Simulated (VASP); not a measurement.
A convergence study with VASP on Pb (fcc): one setting is varied, all else stays as given below, so the limit is that of these other settings.

```xyz
1
Lattice="0.0000 2.4750 2.4750 2.4750 0.0000 2.4750 2.4750 2.4750 0.0000" Properties=species:S:1:pos:R:3 pbc="T T T"
Pb     0.0000     0.0000     0.0000
```

All values below come from PBE GGA, VASP's PBE PAW potentials (set 64) (plane waves; VASP 6.6.1). The tightest run used: 550 eV cut-off, 22×22×22 Γ-centred mesh, first-order Methfessel-Paxton smearing of 0.10 eV, potentials Pb_d.

The reference is 22×22×22 mesh, which took about 3 core-minutes. Costs are core time on shared hosts, one run each; read them as rough ratios.

Question: Of the settings 1×1×1 mesh; 2×2×2 mesh; 3×3×3 mesh; 4×4×4 mesh; 5×5×5 mesh; 6×6×6 mesh; 7×7×7 mesh; 8×8×8 mesh; 9×9×9 mesh; 10×10×10 mesh; 11×11×11 mesh; 12×12×12 mesh; 13×13×13 mesh; 14×14×14 mesh; 15×15×15 mesh; 16×16×16 mesh; 17×17×17 mesh; 18×18×18 mesh; 19×19×19 mesh; 20×20×20 mesh; 21×21×21 mesh; 22×22×22 mesh, which is the lowest that keeps the difference from the reference in the stress, largest component (GPa) within 0.5 from there on, and what does it cost?

Answer: 7×7×7 mesh; its cost over the reference is about 1/9.
```csv
setting,"difference in the stress, largest component (GPa)",cost over the reference
1×1×1 mesh,45.47,about 1/40
2×2×2 mesh,8.93,about 1/20
3×3×3 mesh,1.15,about 1/30
4×4×4 mesh,0.61,about 1/10
5×5×5 mesh,0.53,about 1/10
6×6×6 mesh,0.76,about 1/20
7×7×7 mesh,0.42,about 1/9
8×8×8 mesh,0.19,about 1/8
9×9×9 mesh,0.20,about 1/6
10×10×10 mesh,0.33,about 1/7
11×11×11 mesh,0.15,about 1/4
12×12×12 mesh,0.31,about 1/5
13×13×13 mesh,0.05,about 1/3
14×14×14 mesh,0.00,about 1/3
15×15×15 mesh,0.07,about 1/3
16×16×16 mesh,0.14,about 1/2
17×17×17 mesh,0.09,within a factor of 2
18×18×18 mesh,0.08,within a factor of 2
19×19×19 mesh,0.06,within a factor of 2
20×20×20 mesh,0.05,within a factor of 2
21×21×21 mesh,0.03,within a factor of 2
22×22×22 mesh,0.00,reference
```

Left out are rungs that failed or repeat a setting and relaxations that didn't move; long series are thinned to 24 rows.

The compound is Pb in the fcc structure. The cell was not relaxed at this level.
